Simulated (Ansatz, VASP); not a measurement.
# Cross-check of SnO (Romarchite) between VASP and Ansatz, part 2 of 2

One calculation is typed for both programs; each brings its own data sets. How far apart do they land? The cell is taken from a series of runs on this material, whose earlier steps may have relaxed, scaled, displaced or heated it; both programs get it as it stands.

VASP 6.6.1 and Ansatz 0.2.0.

So far: Starting point; Ansatz: zone-centre phonons, PBE with D3(BJ).

## 3. VASP: zone-centre phonons, PBE with D3(BJ)

Level of this step: PBE with D3(BJ); plane waves and PAW (O, Sn_d) (VASP).

The same cell, functional, mesh and smearing now go to VASP, with its own data sets.

Lines of VASP's logs that name or quote its potential files are left out, and so is its time.

File INCAR:

```
SYSTEM = SnO
PREC = Accurate
ENCUT = 600
EDIFF = 1E-08
NELM = 120
ISMEAR = 1
SIGMA = 0.2
LREAL = .FALSE.
ALGO = Normal
GGA = PE
IVDW = 12
NBANDS = 26
LORBIT = 11
LWAVE = .FALSE.
LCHARG = .FALSE.
ISIF = 2
IBRION = 6
NFREE = 2
POTIM = 0.015
NSW = 1
LASPH = .TRUE.
GGA_COMPAT = .FALSE.
KPAR = 2
```

File POSCAR:

```
SnO
1.0
    3.8367297119      0.0000000000      0.0000000000
    0.0000000000      3.8367297119      0.0000000000
    0.0000000000      0.0000000000      4.7598365406
O Sn
2 2
Direct
    0.0000000000      0.0000000000      0.0000000000
    0.5000000000      0.5000000000      0.0000000000
    0.5000000000      0.0000000000      0.2432607667
    0.0000000000      0.5000000000      0.7567392333
```

File KPOINTS:

```
Automatic mesh
0
Gamma
12 12 10
0 0 0
```

PAW data sets: O and Sn_d (PBE family, release 64).

Launch:

```sh
$ mpirun -np 2 vasp_std
```

Numbers of over 12 decimals in the logs are rounded to 6 here.

What it wrote:

```text
[banner, memory and clock lines left out]
running    2 mpi-ranks, on    1 nodes
 distrk:  each k-point on    1 cores,    2 groups
 distr:  one band on    1 cores,    1 groups

 POSCAR found type information on POSCAR O Sn
 POSCAR found :  2 types and       4 ions
 LDA part: xc-table for (Slater+PW92), standard interpolation
 POSCAR, INCAR and KPOINTS ok, starting setup
 FFT: planning ... GRIDC
 FFT: planning ... GRID_SOFT
 FFT: planning ... GRID
 WAVECAR not read
 entering main loop
       N       E                     dE             d eps       ncg     rms          rms(c)
DAV:   1     0.423793684149E+03    0.42379E+03   -0.21995E+04  8812   0.256E+03
DAV:   2     0.383419611496E+02   -0.38545E+03   -0.37464E+03  9192   0.574E+02
DAV:   3    -0.233354670992E+02   -0.61677E+02   -0.60356E+02 10212   0.194E+02
DAV:   4    -0.263278727789E+02   -0.29924E+01   -0.29777E+01 10234   0.448E+01
DAV:   5    -0.263943463306E+02   -0.66474E-01   -0.66379E-01 10456   0.723E+00    0.116E+01
DAV:   6    -0.227248172555E+02    0.36695E+01   -0.18954E+01 14372   0.487E+01    0.496E+00
DAV:   7    -0.227124875114E+02    0.12330E-01   -0.22002E+00 10246   0.936E+00    0.251E+00
DAV:   8    -0.227033180144E+02    0.91695E-02   -0.36206E-01 11996   0.426E+00    0.856E-01
DAV:   9    -0.226922607894E+02    0.11057E-01   -0.72561E-02 14130   0.274E+00    0.251E-01
DAV:  10    -0.226938395763E+02   -0.15788E-02   -0.11109E-02 12984   0.974E-01    0.178E-01
DAV:  11    -0.226932100100E+02    0.62957E-03   -0.33206E-03 13388   0.547E-01    0.244E-02
DAV:  12    -0.226932626509E+02   -0.52641E-04   -0.44369E-04  9186   0.124E-01    0.393E-02
DAV:  13    -0.226932543008E+02    0.83502E-05   -0.51555E-05 13102   0.739E-02    0.497E-03
DAV:  14    -0.226932541295E+02    0.17125E-06   -0.57390E-06 10230   0.153E-02    0.498E-03
DAV:  15    -0.226932541997E+02   -0.70229E-07   -0.32351E-07 11522   0.470E-03    0.287E-03
DAV:  16    -0.226932543800E+02   -0.18028E-06   -0.98794E-08 10294   0.248E-03    0.710E-04
DAV:  17    -0.226932544261E+02   -0.46108E-07   -0.81662E-09  6868   0.776E-04    0.169E-04
DAV:  18    -0.226932544227E+02    0.34106E-08   -0.34554E-09  4654   0.832E-04
   1 F= -.23632608E+02 E0= -.23632891E+02  d E =0.847811E-03
[... from here on, the cycles between the ionic steps are left out ...]
   2 F= -.23631737E+02 E0= -.23632019E+02  d E =0.848001E-03
   3 F= -.23631737E+02 E0= -.23632019E+02  d E =0.848001E-03
   4 F= -.23631837E+02 E0= -.23632119E+02  d E =0.847746E-03
   5 F= -.23631837E+02 E0= -.23632119E+02  d E =0.847744E-03
   6 F= -.23632087E+02 E0= -.23632369E+02  d E =0.848044E-03
   7 F= -.23632087E+02 E0= -.23632369E+02  d E =0.848044E-03
   8 F= -.23632507E+02 E0= -.23632778E+02  d E =0.814140E-03
 Finite differences progress:
  Degree of freedom:   4/  4
  Displacement:        1/  2
  Total:               7/  8
 bond charge predicted
       N       E                     dE             d eps       ncg     rms          rms(c)
DAV:   1    -0.226788125785E+02    0.14132E-01   -0.43827E+00 10036   0.116E+01    0.421E-01
DAV:   2    -0.226908736060E+02   -0.12061E-01   -0.12605E-01 12908   0.254E+00    0.136E-01
DAV:   3    -0.226907334142E+02    0.14019E-03   -0.11642E-03 13480   0.858E-01    0.100E-01
DAV:   4    -0.226906962326E+02    0.37182E-04   -0.38025E-04 14842   0.604E-01    0.340E-02
DAV:   5    -0.226907210777E+02   -0.24845E-04   -0.22881E-04  9514   0.139E-01    0.751E-03
DAV:   6    -0.226907210826E+02   -0.48876E-08   -0.68434E-06 12946   0.348E-02    0.544E-03
DAV:   7    -0.226907209331E+02    0.14945E-06   -0.15426E-06 11292   0.161E-02    0.141E-03
DAV:   8    -0.226907210091E+02   -0.75927E-07   -0.19666E-07 11820   0.592E-03    0.631E-04
DAV:   9    -0.226907210741E+02   -0.65011E-07   -0.19707E-08  7052   0.395E-03    0.206E-04
DAV:  10    -0.226907210856E+02   -0.11512E-07   -0.11736E-08  5164   0.230E-03    0.847E-05
DAV:  11    -0.226907210802E+02    0.53351E-08   -0.34136E-09  4560   0.690E-04
   9 F= -.23629863E+02 E0= -.23630153E+02  d E =0.869843E-03
 Finite differences progress:
  Degree of freedom:   4/  4
  Displacement:        2/  2
  Total:               8/  8
```

From OUTCAR (step 3):

```text
ion  position               nearest neighbor table
   1  0.000  0.000  0.000-   3 2.24   4 2.24   4 2.24   3 2.24
   2  0.500  0.500  0.000-   3 2.24   4 2.24   3 2.24   4 2.24
   3  0.500  0.000  0.243-   1 2.24   2 2.24   2 2.24   1 2.24   4 3.57   4 3.57   4 3.57   4 3.57
                             4 3.65   4 3.65   4 3.65   4 3.65
   4  0.000  0.500  0.757-   1 2.24   2 2.24   1 2.24   2 2.24   3 3.57   3 3.57   3 3.57   3 3.57
                             3 3.65   3 3.65   3 3.65   3 3.65

  LATTYP: Found a simple tetragonal cell.
 ALAT       =     3.8367297119
 C/A-ratio  =     1.2405973050

 Subroutine GETGRP returns: Found 16 space group operations
 (whereof  8 operations were pure point group operations)

The static configuration has the point symmetry D_2d.
 The point group associated with its full space group is D_4h.

 Found    168 irreducible k-points:

   k-points           NKPTS =    168   k-points in BZ     NKDIM =    168   number of bands    NBANDS=     26

   dimension x,y,z NGX =    32 NGY =   32 NGZ =   40
   dimension x,y,z NGXF=    64 NGYF=   64 NGZF=   80

   ENCUT  =  600.0 eV  44.10 Ry    6.64 a.u.   7.66  7.66  9.51*2*pi/ulx,y,z

   NELECT =      40.0000    total number of electrons

 k-points in reciprocal lattice and weights: Automatic mesh
   0.00000000  0.00000000  0.00000000       0.001
   0.08333333  0.00000000  0.00000000       0.003
   0.16666667  0.00000000  0.00000000       0.003
   0.25000000  0.00000000  0.00000000       0.003
   0.33333333  0.00000000  0.00000000       0.003
   0.41666667  0.00000000  0.00000000       0.003
   0.50000000  0.00000000  0.00000000       0.001
   0.08333333  0.08333333  0.00000000       0.003
   0.16666667  0.08333333  0.00000000       0.006
[...]
25      12.7861      0.00000
    ...

 k-point     3 :       0.1667    0.0000    0.0000
  band No.  band energies     occupation
    ...
     16       1.1320      2.00000
     17       3.3593      2.00000
     18       3.7603      2.00000
     19       3.7994      2.00000
     20       7.0158      1.97657
     21       9.9757     -0.00000
     22      10.2597     -0.00000
     23      11.8534      0.00000
     24      12.2874      0.00000
     25      12.3983      0.00000
    ...

 k-point     4 :       0.2500    0.0000    0.0000
  band No.  band energies     occupation
    ...
     16       1.3470      2.00000
     17       3.1026      2.00000
     18       3.4858      2.00000
     19       3.6401      2.00000
     20       6.6286      2.00078
     21       9.9051     -0.00000
     22      10.5740     -0.00000
     23      12.0605      0.00000
     24      12.0773      0.00000
     25      12.6543      0.00000
    ...

 k-point     5 :       0.3333    0.0000    0.0000
  band No.  band energies     occupation
    ...
     16       1.6333      2.00000
     17       2.8854      2.00000
     18       3.1407      2.00000
     19       3.6175      2.00000
     20       5.9414      2.00000
     21       9.9416     -0.00000
     22      10.8102     -0.00000
     23      12.2235      0.00000
     24      12.3313      0.00000
     25      13.0416      0.00000
    ...

 Edisp (eV)   -0.93914

  Total       0.25421     0.25421     0.35890     0.00000     0.00000     0.00000
  in kB       5.81290     5.81290     8.20674     0.00000     0.00000     0.00000
  external pressure =        6.61 kB  Pullay stress =        0.00 kB

  energy-cutoff  :      600.00
  volume of cell :       70.07
      direct lattice vectors                 reciprocal lattice vectors
     3.836729712  0.000000000  0.000000000     0.260638636  0.000000000  0.000000000
     0.000000000  3.836729712  0.000000000     0.000000000  0.260638636  0.000000000
     0.000000000  0.000000000  4.759836541     0.000000000  0.000000000  0.210091248

 POSITION                                       TOTAL-FORCE (eV/Angst)
 -----------------------------------------------------------------------------------
      0.00000      0.00000      0.00000         0.000000      0.000000     -0.051819
      1.91836      1.91836      0.00000         0.000000      0.000000     -0.051819
      1.91836      0.00000      1.14288         0.000000      0.000000      0.279840
      0.00000      1.91836      3.60196         0.000000      0.000000     -0.176202
 -----------------------------------------------------------------------------------
    total drift:                               -0.000000     -0.000000      0.000199

  FREE ENERGIE OF THE ION-ELECTRON SYSTEM (eV)
  ---------------------------------------------------
  free  energy   TOTEN  =       -23.6298627217 eV

  energy  without entropy=      -23.6307325646  energy(sigma->0) =      -23.63015267

 Eigenvectors and eigenvalues of the dynamical matrix
 ----------------------------------------------------

   1 f  =   13.558486 THz    85.190478 2PiTHz  452.262399 cm-1    56.073366 meV
             X         Y         Z           dx          dy          dz
      0.000000  0.000000  0.000000    -0.701376   -0.080677   -0.000000
      1.918365  1.918365  0.000000     0.701376    0.080677    0.000000
      1.918365  0.000000  1.157881     0.039275   -0.004518    0.000000
      0.000000  1.918365  3.601955    -0.039275    0.004518   -0.000000

   2 f  =   13.558486 THz    85.190478 2PiTHz  452.262399 cm-1    56.073366 meV
             X         Y         Z           dx          dy          dz
      0.000000  0.000000  0.000000     0.080677   -0.701376   -0.000000
      1.918365  1.918365  0.000000    -0.080677    0.701376   -0.000000
      1.918365  0.000000  1.157881    -0.004518   -0.039275   -0.000000
      0.000000  1.918365  3.601955     0.004518    0.039275   -0.000000

   3 f  =   10.852069 THz    68.185560 2PiTHz  361.986057 cm-1    44.880531 meV
             X         Y         Z           dx          dy          dz
      0.000000  0.000000  0.000000    -0.000000   -0.000000    0.663825
      1.918365  1.918365  0.000000    -0.000000   -0.000000    0.663825
      1.918365  0.000000  1.157881     0.000000    0.000000   -0.243592
      0.000000  1.918365  3.601955     0.000000    0.000000   -0.243592

   4 f  =   10.274981 THz    64.559610 2PiTHz  342.736475 cm-1    42.493888 meV
             X         Y         Z           dx          dy          dz
      0.000000  0.000000  0.000000    -0.000000   -0.000000    0.707107
      1.918365  1.918365  0.000000     0.000000   -0.000000   -0.707107
      1.918365  0.000000  1.157881    -0.000000   -0.000000    0.000000
      0.000000  1.918365  3.601955    -0.000000    0.000000   -0.000000

   5 f  =    7.796585 THz    48.987391 2PiTHz  260.066098 cm-1    32.244072 meV
             X         Y         Z           dx          dy          dz
      0.000000  0.000000  0.000000    -0.335020   -0.572889   -0.000000
      1.918365  1.918365  0.000000    -0.335020   -0.572889   -0.000000
      1.918365  0.000000  1.157881     0.123199    0.210672    0.000000
      0.000000  1.918365  3.601955     0.123199    0.210672    0.000000

   6 f  =    7.796585 THz    48.987391 2PiTHz  260.066098 cm-1    32.244072 meV
             X         Y         Z           dx          dy          dz
      0.000000  0.000000  0.000000     0.572889   -0.335020   -0.000000
      1.918365  1.918365  0.000000     0.572889   -0.335020    0.000000
      1.918365  0.000000  1.157881    -0.210672    0.123199    0.000000
      0.000000  1.918365  3.601955    -0.210672    0.123199    0.000000

   7 f  =    6.179481 THz    38.826826 2PiTHz  206.125309 cm-1    25.556270 meV
             X         Y         Z           dx          dy          dz
      0.000000  0.000000  0.000000     0.000000    0.000000    0.000000
      1.918365  1.918365  0.000000     0.000000    0.000000    0.000000
      1.918365  0.000000  1.157881    -0.000000   -0.000000   -0.707107
      0.000000  1.918365  3.601955     0.000000    0.000000    0.707107

   8 f  =    3.359247 THz    21.106772 2PiTHz  112.052424 cm-1    13.892724 meV
             X         Y         Z           dx          dy          dz
      0.000000  0.000000  0.000000     0.022944    0.032195    0.000000
      1.918365  1.918365  0.000000    -0.022944   -0.032195    0.000000
      1.918365  0.000000  1.157881     0.409732   -0.574941    0.000000
      0.000000  1.918365  3.601955    -0.409732    0.574941    0.000000

   9 f  =    3.359247 THz    21.106772 2PiTHz  112.052424 cm-1    13.892724 meV
             X         Y         Z           dx          dy          dz
      0.000000  0.000000  0.000000     0.032195   -0.022944   -0.000000
      1.918365  1.918365  0.000000    -0.032195    0.022944    0.000000
      1.918365  0.000000  1.157881     0.574941    0.409732    0.000000
      0.000000  1.918365  3.601955    -0.574941   -0.409732    0.000000

  10 f/i=    0.001674 THz     0.010518 2PiTHz    0.055840 cm-1     0.006923 meV
             X         Y         Z           dx          dy          dz
      0.000000  0.000000  0.000000     0.000000   -0.000000   -0.243592
      1.918365  1.918365  0.000000     0.000000   -0.000000   -0.243592
      1.918365  0.000000  1.157881     0.000000   -0.000000   -0.663825
      0.000000  1.918365  3.601955     0.000000   -0.000000   -0.663825

  11 f/i=    0.004181 THz     0.026268 2PiTHz    0.139452 cm-1     0.017290 meV
             X         Y         Z           dx          dy          dz
      0.000000  0.000000  0.000000    -0.094499    0.225012   -0.000000
      1.918365  1.918365  0.000000    -0.094499    0.225012   -0.000000
      1.918365  0.000000  1.157881    -0.256974    0.611885   -0.000000
      0.000000  1.918365  3.601955    -0.256974    0.611885   -0.000000

  12 f/i=    0.004181 THz     0.026268 2PiTHz    0.139452 cm-1     0.017290 meV
             X         Y         Z           dx          dy          dz
      0.000000  0.000000  0.000000    -0.225012   -0.094499   -0.000000
      1.918365  1.918365  0.000000    -0.225012   -0.094499   -0.000000
      1.918365  0.000000  1.157881    -0.611885   -0.256974   -0.000000
      0.000000  1.918365  3.601955    -0.611885   -0.256974   -0.000000

 ELASTIC MODULI CONTR FROM IONIC RELAXATION (kBar)
 Direction    XX          YY          ZZ          XY          YZ          ZX
 --------------------------------------------------------------------------------
 XX        -583.7475    -19.5702   -474.5557      0.0000      0.0000     -0.0000
 YY         -19.5702   -583.7475   -474.5557      0.0000     -0.0000      0.0000
 ZZ        -474.5557   -474.5557   -746.5490      0.0000      0.0000      0.0000
 XY           0.0000      0.0000      0.0000      0.0000      0.0000      0.0000
 YZ           0.0000     -0.0000      0.0000      0.0000   -239.4688      0.0000
 ZX          -0.0000      0.0000      0.0000      0.0000      0.0000   -239.4655
 --------------------------------------------------------------------------------

 total charge
# of ion       s       p       d       tot
------------------------------------------
    1        1.573   3.433   0.000   5.006
    2        1.573   3.433   0.000   5.006
    3        1.256   0.785  10.073  12.114
    4        1.256   0.785  10.073  12.114
--------------------------------------------------
tot          5.659   8.434  20.146  34.239

[... 1 further part left out ...]
```

CONTCAR:

```
SnO
   1.00000000000000
     3.8367297118999999    0.0000000000000000    0.0000000000000000
     0.0000000000000000    3.8367297118999999    0.0000000000000000
     0.0000000000000000    0.0000000000000000    4.7598365406000003
  O               Sn
     2     2
Direct
     0.0000000000000000    0.0000000000000000    0.0000000000000000
     0.5000000000000000    0.5000000000000000    0.0000000000000000
     0.5000000000000000    0.0000000000000000    0.2401093979771314
     0.0000000000000000    0.5000000000000000    0.7567392333000029
```

The last energy, forces, stress and levels in OUTCAR belong to the last displaced cell, not to the cell of POSCAR.

Levels, forces or a CONTCAR printed for this step are those of its last displaced cell, not of the structure at rest.

## 4. Differences

Known differences besides the potentials themselves: the cutoff is 420 eV in Ansatz and 600 eV in VASP; Ansatz takes the dispersion share of the force constants at frozen C6 weights, VASP differentiates the full forces; VASP uses finite displacements, Ansatz perturbation theory. Total energies have different zeros and are not compared.

The two programs side by side:

| quantity | Ansatz | VASP | difference |
| --- | --- | --- | --- |
| optical mode 1 to 2 (cm⁻¹) | 110.5 | 112.1 | -1.39 % |
| optical mode 3 (cm⁻¹) | 204.9 | 206.1 | -0.58 % |
| optical mode 4 to 5 (cm⁻¹) | 255.1 | 260.1 | -1.91 % |
| optical mode 6 (cm⁻¹) | 339.3 | 342.7 | -1.01 % |
| optical mode 7 (cm⁻¹) | 360.1 | 362.0 | -0.52 % |
| optical mode 8 to 9 (cm⁻¹) | 450.2 | 452.3 | -0.45 % |

Our record labels this cell a metal in Ansatz alone; each run is judged by its own test, so with a small gap or wide smearing the label says little about the levels. Modes are paired by rising frequency, not by their patterns, so a pair may set unlike modes beside each other; they are those without the splitting of longitudinal modes.

## 5. Results

- r.m.s. difference of the optical zone-centre modes, each program's sorted by frequency (zone-centre phonons, PBE with D3(BJ)): 3.0 cm⁻¹
- difference in optical mode 4 to 5 (zone-centre phonons, PBE with D3(BJ)): -1.9 %

The r.m.s. difference of the optical zone-centre modes, each program's sorted by frequency is 3.0 cm⁻¹ (zone-centre phonons, PBE with D3(BJ)). Among the rows given in per cent, the largest difference of the zone-centre phonons, PBE with D3(BJ) pair is in optical mode 4 to 5, -1.9 %. How closely two codes agree says nothing of how well the functional describes the real material.

[Lines on the potential files, build, host, timing and source positions are cut from VASP's logs without a mark.]

[Logs are printed without paths, hosts, clocks, repeated set-up lines and the standing remarks that a program may print on its own settings, such as how far it seeks lower states.]

[Hosts, paths, dates, database ids (printed as entryN), source tags and the programs' standing remarks are cut or masked in the printed files.]
